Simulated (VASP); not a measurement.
OSZICAR of a VASP run on V (bcc):

**OSZICAR**
```
       N       E                     dE             d eps       ncg     rms          rms(c)
DAV:   1     0.910788026713E+02    0.91079E+02   -0.73311E+03  3300   0.141E+03
DAV:   2    -0.541616359175E+01   -0.96495E+02   -0.94660E+02  3392   0.370E+02
DAV:   3    -0.700181092896E+01   -0.15856E+01   -0.15435E+01  3476   0.553E+01
DAV:   4    -0.701278842687E+01   -0.10977E-01   -0.10966E-01  3358   0.476E+00
DAV:   5    -0.701289936978E+01   -0.11094E-03   -0.11094E-03  3450   0.497E-01    0.167E+01
DAV:   6    -0.575160833581E+01    0.12613E+01   -0.54575E+00  3316   0.342E+01    0.142E+00
DAV:   7    -0.573567434636E+01    0.15934E-01   -0.25734E-02  3306   0.288E+00    0.921E-01
DAV:   8    -0.572875948284E+01    0.69149E-02   -0.76901E-03  3326   0.145E+00    0.709E-02
DAV:   9    -0.572885141676E+01   -0.91934E-04   -0.10979E-04  3340   0.158E-01    0.331E-02
DAV:  10    -0.572886276983E+01   -0.11353E-04   -0.23874E-05  3308   0.615E-02    0.340E-03
DAV:  11    -0.572886366805E+01   -0.89822E-06   -0.29965E-07  3368   0.843E-03    0.153E-03
DAV:  12    -0.572886421413E+01   -0.54608E-06   -0.88214E-08  1662   0.436E-03    0.642E-04
DAV:  13    -0.572886421947E+01   -0.53371E-08   -0.97560E-09  1650   0.152E-03
   1 F= -.57288642E+01 E0= -.57284948E+01  d E =-.110826E-02
```

Q: Which electronic solver shows in the log?

A: It is blocked Davidson (ALGO = Normal, or the opening steps of other solvers). The INCAR had ALGO = Normal.

Q: How was spin treated?

A: Without spin polarisation: there is no mag entry.

Q: Can the final energy be trusted as converged?

A: The calculation finished and met its thresholds. It stopped with EDIFF = 1E-7, NELM = 100 (optB88-vdW, plane waves, VASP's PBE PAW potentials (set 64)).

The compound is V in the bcc structure. This cell is one point of a volume scan, at 1.06 of the reference volume. The run is not spin-polarised, so no magnetic state was tried.
